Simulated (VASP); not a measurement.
Method: PW91 GGA, VASP's PBE PAW potentials (set 64) (plane waves; VASP).

VASP input:

**INCAR**
```
ALGO = Normal
EDIFF = 1E-6
EDIFFG = -0.01
ENCUT = 520
GGA = 91
IBRION = 2
ISIF = 3
ISMEAR = 1
LASPH = .True.
LCHARG = .False.
LMAXMIX = 6
LREAL = .False.
LWAVE = .False.
NELM = 100
NSW = 60
PREC = Accurate
SIGMA = 0.1
SYSTEM = CuAu
```

File POSCAR:
```
CuAu
1.0
  2.8000000000   0.0000000000   0.0000000000
  0.0000000000   2.8000000000   0.0000000000
  0.0000000000   0.0000000000   3.6700000000
Cu Au
1 1
Cart
  0.0000000000   0.0000000000   0.0000000000
  1.4000000000   1.4000000000   1.8350000000
```

KPOINTS:
```
Automatic mesh
0
Gamma
12 12 9
0 0 0
```

POTCAR, in this order: Cu Au (PBE.64 set). Program: vasp_std.

Output of the run:

OSZICAR:
```
...
DAV:   1    -0.102488211273E+02   -0.31937E+01   -0.55263E+01  4352   0.165E+02    0.128E+01
DAV:   2    -0.762802477443E+01    0.26208E+01   -0.15220E+01  4274   0.142E+02    0.459E+00
DAV:   3    -0.736231737273E+01    0.26571E+00   -0.59595E+00  4491   0.706E+01    0.615E+00
DAV:   4    -0.711904627048E+01    0.24327E+00   -0.47362E-01  5300   0.341E+01    0.349E+00
DAV:   5    -0.707747592461E+01    0.41570E-01   -0.39008E-01  5610   0.246E+01    0.121E+00
DAV:   6    -0.706012553896E+01    0.17350E-01   -0.90457E-02  5544   0.954E+00    0.130E-01
DAV:   7    -0.706026673194E+01   -0.14119E-03   -0.23694E-03  5300   0.489E-01    0.663E-02
DAV:   8    -0.706023215061E+01    0.34581E-04   -0.46107E-04  5546   0.649E-01    0.262E-02
DAV:   9    -0.706022163566E+01    0.10515E-04   -0.61701E-05  5554   0.251E-01    0.564E-03
DAV:  10    -0.706022198015E+01   -0.34449E-06   -0.10641E-06  2773   0.115E-02
   2 F= -.70602220E+01 E0= -.70599582E+01  d E =-.513132E-02
       N       E                     dE             d eps       ncg     rms          rms(c)
DAV:   1    -0.795054909284E+01   -0.89033E+00   -0.12455E+01  4304   0.714E+01    0.752E+00
DAV:   2    -0.765005105645E+01    0.30050E+00   -0.90416E+00  4280   0.898E+01    0.479E+00
DAV:   3    -0.709634576514E+01    0.55371E+00   -0.25801E+00  5031   0.850E+01    0.178E+00
DAV:   4    -0.709469768247E+01    0.16481E-02   -0.13322E-01  5474   0.499E+00    0.109E+00
DAV:   5    -0.708971886558E+01    0.49788E-02   -0.27119E-02  6399   0.495E+00    0.264E-01
DAV:   6    -0.708865159837E+01    0.10673E-02   -0.81648E-03  6321   0.310E+00    0.920E-02
DAV:   7    -0.708860605330E+01    0.45545E-04   -0.13706E-03  4976   0.133E+00    0.606E-02
DAV:   8    -0.708856353098E+01    0.42522E-04   -0.16466E-04  4953   0.454E-01    0.136E-02
DAV:   9    -0.708856178638E+01    0.17446E-05   -0.14801E-05  6486   0.100E-01    0.282E-03
DAV:  10    -0.708856180428E+01   -0.17902E-07   -0.44257E-07  2345   0.897E-03
   3 F= -.70885618E+01 E0= -.70884957E+01  d E =-.334711E-01
       N       E                     dE             d eps       ncg     rms          rms(c)
DAV:   1    -0.708902510126E+01   -0.46331E-03   -0.70401E-03  4341   0.176E+00    0.164E-01
DAV:   2    -0.708877778158E+01    0.24732E-03   -0.37374E-03  4222   0.192E+00    0.103E-01
DAV:   3    -0.708859337483E+01    0.18441E-03   -0.15168E-03  4482   0.146E+00    0.626E-02
DAV:   4    -0.708857075745E+01    0.22617E-04   -0.73094E-05  5742   0.274E-01    0.314E-02
DAV:   5    -0.708856710596E+01    0.36515E-05   -0.17284E-05  6171   0.129E-01    0.685E-03
DAV:   6    -0.708856650795E+01    0.59800E-06   -0.15869E-06  2399   0.382E-02
   4 F= -.70885665E+01 E0= -.70885031E+01  d E =-.334758E-01
       N       E                     dE             d eps       ncg     rms          rms(c)
DAV:   1    -0.709447930646E+01   -0.59122E-02   -0.23056E-01  4578   0.461E+00    0.435E-01
DAV:   2    -0.709166892369E+01    0.28104E-02   -0.40461E-03  6236   0.176E+00    0.264E-01
DAV:   3    -0.709077917134E+01    0.88975E-03   -0.46677E-03  4988   0.240E+00    0.207E-01
DAV:   4    -0.709013761992E+01    0.64155E-03   -0.22491E-03  5358   0.167E+00    0.324E-02
DAV:   5    -0.709014402575E+01   -0.64058E-05   -0.89299E-05  4399   0.944E-02    0.211E-02
DAV:   6    -0.709014397571E+01    0.50039E-07   -0.67833E-06  5210   0.702E-02
   5 F= -.70901440E+01 E0= -.70900623E+01  d E =-.157747E-02
       N       E                     dE             d eps       ncg     rms          rms(c)
DAV:   1    -0.713151893515E+01   -0.41375E-01   -0.20906E+00  4578   0.139E+01    0.130E+00
DAV:   2    -0.710620845298E+01    0.25310E-01   -0.33748E-02  6116   0.489E+00    0.780E-01
DAV:   3    -0.709755534803E+01    0.86531E-02   -0.38844E-02  5127   0.675E+00    0.571E-01
DAV:   4    -0.709270847240E+01    0.48469E-02   -0.18558E-02  5243   0.496E+00    0.964E-02
DAV:   5    -0.709276171061E+01   -0.53238E-04   -0.73435E-04  4456   0.264E-01    0.634E-02
DAV:   6    -0.709276176438E+01   -0.53773E-07   -0.63156E-05  6270   0.201E-01    0.141E-02
DAV:   7    -0.709275860127E+01    0.31631E-05   -0.12464E-05  6072   0.112E-01    0.444E-03
DAV:   8    -0.709275860077E+01    0.50113E-09   -0.37800E-07  2345   0.154E-02
   6 F= -.70927586E+01 E0= -.70926984E+01  d E =-.419209E-02
       N       E                     dE             d eps       ncg     rms          rms(c)
DAV:   1    -0.710063426492E+01   -0.78757E-02   -0.40280E-01  4564   0.605E+00    0.571E-01
DAV:   2    -0.709569193662E+01    0.49423E-02   -0.59410E-03  6104   0.190E+00    0.337E-01
DAV:   3    -0.709379641557E+01    0.18955E-02   -0.59969E-03  5477   0.260E+00    0.211E-01
DAV:   4    -0.709314249691E+01    0.65392E-03   -0.29296E-03  5164   0.194E+00    0.413E-02
DAV:   5    -0.709314895892E+01   -0.64620E-05   -0.10170E-04  4674   0.112E-01    0.270E-02
DAV:   6    -0.709314900383E+01   -0.44913E-07   -0.10814E-05  5814   0.810E-02    0.553E-03
DAV:   7    -0.709314844317E+01    0.56067E-06   -0.20600E-06  3136   0.495E-02
   7 F= -.70931484E+01 E0= -.70931434E+01  d E =-.458194E-02
       N       E                     dE             d eps       ncg     rms          rms(c)
DAV:   1    -0.709394261959E+01   -0.79362E-03   -0.41614E-02  4543   0.194E+00    0.184E-01
DAV:   2    -0.709342402033E+01    0.51860E-03   -0.57629E-04  6153   0.554E-01    0.107E-01
DAV:   3    -0.709321126845E+01    0.21275E-03   -0.51431E-04  5785   0.730E-01    0.585E-02
DAV:   4    -0.709316331274E+01    0.47956E-04   -0.24171E-04  5065   0.554E-01    0.136E-02
DAV:   5    -0.709316362532E+01   -0.31259E-06   -0.83173E-06  5738   0.431E-02
   8 F= -.70931636E+01 E0= -.70931422E+01  d E =-.459712E-02
       N       E                     dE             d eps       ncg     rms          rms(c)
DAV:   1    -0.709322298740E+01   -0.59675E-04   -0.30940E-03  4515   0.528E-01    0.499E-02
DAV:   2    -0.709318472610E+01    0.38261E-04   -0.38019E-05  6250   0.129E-01    0.290E-02
DAV:   3    -0.709316732741E+01    0.17399E-04   -0.28543E-05  6211   0.155E-01    0.118E-02
DAV:   4    -0.709316565924E+01    0.16682E-05   -0.10774E-05  4791   0.116E-01    0.377E-03
DAV:   5    -0.709316562173E+01    0.37509E-07   -0.30974E-07  2135   0.149E-02
   9 F= -.70931656E+01 E0= -.70931514E+01  d E =-.459911E-02
       N       E                     dE             d eps       ncg     rms          rms(c)
DAV:   1    -0.709822074516E+01   -0.50551E-02   -0.78239E-02  4334   0.586E+00    0.548E-01
DAV:   2    -0.709537250209E+01    0.28482E-02   -0.42491E-02  4222   0.648E+00    0.319E-01
DAV:   3    -0.709333780268E+01    0.20347E-02   -0.16549E-02  4433   0.493E+00    0.182E-01
DAV:   4    -0.709313303161E+01    0.20477E-03   -0.76605E-04  5736   0.838E-01    0.965E-02
DAV:   5    -0.709309489372E+01    0.38138E-04   -0.20438E-04  6263   0.442E-01    0.282E-02
DAV:   6    -0.709308755114E+01    0.73426E-05   -0.36915E-05  6409   0.153E-01    0.234E-03
DAV:   7    -0.709308749703E+01    0.54110E-07   -0.87889E-07  2352   0.153E-02
  10 F= -.70930875E+01 E0= -.70930840E+01  d E =0.781247E-04
       N       E                     dE             d eps       ncg     rms          rms(c)
DAV:   1    -0.709594843259E+01   -0.28609E-02   -0.42155E-02  4334   0.432E+00    0.401E-01
DAV:   2    -0.709439597798E+01    0.15525E-02   -0.22485E-02  4222   0.475E+00    0.233E-01
DAV:   3    -0.709333069092E+01    0.10653E-02   -0.90222E-03  4414   0.348E+00    0.137E-01
DAV:   4    -0.709320928013E+01    0.12141E-03   -0.40756E-04  5632   0.641E-01    0.723E-02
DAV:   5    -0.709318339200E+01    0.25888E-04   -0.11410E-04  6221   0.339E-01    0.210E-02
DAV:   6    -0.709318009271E+01    0.32993E-05   -0.20064E-05  6424   0.117E-01    0.172E-03
DAV:   7    -0.709318021622E+01   -0.12351E-06   -0.47142E-07  2128   0.126E-02
  11 F= -.70931802E+01 E0= -.70931689E+01  d E =-.145945E-04
```

**OUTCAR**
```
------------------------ aborting loop because EDIFF is reached ----------------------------------------
  FORCE on cell =-STRESS in cart. coord.  units (eV):
  Direction    XX          YY          ZZ          XY          YZ          ZX
  --------------------------------------------------------------------------------------
  Total        0.0057867      0.0057867      0.0047969      0.0000000      0.0000000      0.0000000
  in kB        0.3073190      0.3073190      0.2547539      0.0000000      0.0000000      0.0000000
  external PRESSURE =       0.2897973 kB  Pullay stress =       0.0000000 kB
  volume of cell :       30.17
      direct lattice vectors                 reciprocal lattice vectors
     2.889451136 -0.000000000 -0.000000000     0.346086489  0.000000000  0.000000000
    -0.000000000  2.889451136 -0.000000000     0.000000000  0.346086489  0.000000000
    -0.000000000 -0.000000000  3.613424462     0.000000000  0.000000000  0.276745788
 POSITION                                       TOTAL-FORCE (eV/Angst)
 -----------------------------------------------------------------------------------
      0.00000      0.00000      0.00000        -0.000000     -0.000000      0.000000
      1.44473      1.44473      1.80671         0.000000      0.000000      0.000000
 -----------------------------------------------------------------------------------
    total drift:                                0.000000      0.000000     -0.000000
  FREE ENERGIE OF THE ION-ELECTRON SYSTEM (eV)
  ---------------------------------------------------
  free  energy   TOTEN  =        -7.0931802162 eV

  energy  without entropy=       -7.0931462782  energy(sigma->0) =       -7.09316890

 reached required accuracy - stopping structural energy minimisation
```
(Selected blocks of OUTCAR.)

### CONTCAR
```
CuAu
   1.00000000000000
     2.8894511359993946   -0.0000000000000000   -0.0000000000000000
    -0.0000000000000000    2.8894511359993946   -0.0000000000000001
    -0.0000000000000000   -0.0000000000000000    3.6134244618122202
  Cu              Au
     1     1
Direct
     0.0000000000000000    0.0000000000000000    0.0000000000000000
     0.5000000000000000    0.5000000000000000    0.5000000000000000
```

OUTCAR:
```
 val. band max:        8.0984459187   @ k =   0.5000   0.3333   0.0000

 cond. band min:       8.1447547053   @ k =   0.4167   0.1667   0.4444


 Fermi energy:         8.1070735470

 k-point     1 :       0.0000    0.0000    0.0000
  band No.  band energies     occupation
      1      -1.2102      2.00000
      2       1.9513      2.00000
      3       2.0794      2.00000
      4       4.2112      2.00000
      5       4.2112      2.00000
      6       5.0964      2.00000
      7       5.5525      2.00000
      8       6.1531      2.00000
      9       6.5189      2.00000
     10       6.7211      2.00000
     11       6.7211      2.00000
     12      11.0326      0.00000
     13      16.7713      0.00000
     14      17.4969      0.00000
     15      17.4969      0.00000

 k-point     2 :       0.0833    0.0000    0.0000
  band No.  band energies     occupation
      1      -1.0588      2.00000
      2       2.0236      2.00000
      3       2.1609      2.00000
      4       4.1360      2.00000
      5       4.2466      2.00000
      6       5.0395      2.00000
      7       5.5734      2.00000
      8       6.1412      2.00000
      9       6.4518      2.00000
     10       6.5311      2.00000
     11       6.6877      2.00000
     12      11.4244      0.00000
     13      16.0152      0.00000
     14      17.3004      0.00000
     15      17.7593      0.00000

 k-point     3 :       0.1667    0.0000    0.0000
  band No.  band energies     occupation
      1      -0.6219      2.00000
      2       2.1796      2.00000
      3       2.4446      2.00000
      4       3.9241      2.00000
      5       4.3490      2.00000
      6       4.8796      2.00000
      7       5.6104      2.00000
      8       6.1291      2.00000
      9       6.1409      2.00000
     10       6.2879      2.00000
     11       6.5906      2.00000
     12      12.4144      0.00000
     13      14.1546      0.00000
     14      17.2548      0.00000
     15      18.5040      0.00000
...
```

Energy and stress use the plane-wave basis of the starting cell. Unless said otherwise, spin-orbit coupling is left out, though it shifts the bands of the heavy elements here.

The compound is CuAu in the L1_0 structure. This run relaxes it. Symmetry was kept, so distortions that lower it aren't found.
